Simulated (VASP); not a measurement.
**Moving the functional in NaY**

```cif
data_structure
_symmetry_space_group_name_H-M 'Pm-3m'
_symmetry_Int_Tables_number 221
_cell_length_a 4.0119
_cell_length_b 4.0119
_cell_length_c 4.0119
_cell_angle_alpha 90.000
_cell_angle_beta 90.000
_cell_angle_gamma 90.000
_cell_volume 64.57
loop_
_atom_site_label
_atom_site_type_symbol
_atom_site_symmetry_multiplicity
_atom_site_Wyckoff_symbol
_atom_site_fract_x
_atom_site_fract_y
_atom_site_fract_z
_atom_site_occupancy
Na1 Na 1 a 0.00000 0.00000 0.00000 1
Y1 Y 1 b 0.50000 0.50000 0.50000 1
```

The cell comes from a database or a generator and needn't be the stable form of this composition.

Kept alike: task band structure; k mesh 7 × 7 × 7; occupations fermi-dirac, width 0.05 eV; no spin polarisation. Program: VASP, PBE PAW files Na_pv, Y_sv, 520 eV. The mesh is that of the run's cell of 2 atoms. No spin-orbit coupling.

| functional | pressure (GPa) |
| --- | --- |
| SCAN | -0.27 |
| TPSS | -0.14 |
| r2SCAN | 0.23 |

Pressure is positive in compression; the values hold the error of the finite cutoff, so their zero can differ a little from the energy's minimum. For a metal such a mesh leaves the last digits unconverged. Runs of this series that gave no sound value for these columns are left out. All rows use potentials made for PBE.

Problem. What does the functional change here?

Solution. The pressure runs from -0.27 (SCAN) to 0.23 GPa (r2SCAN).
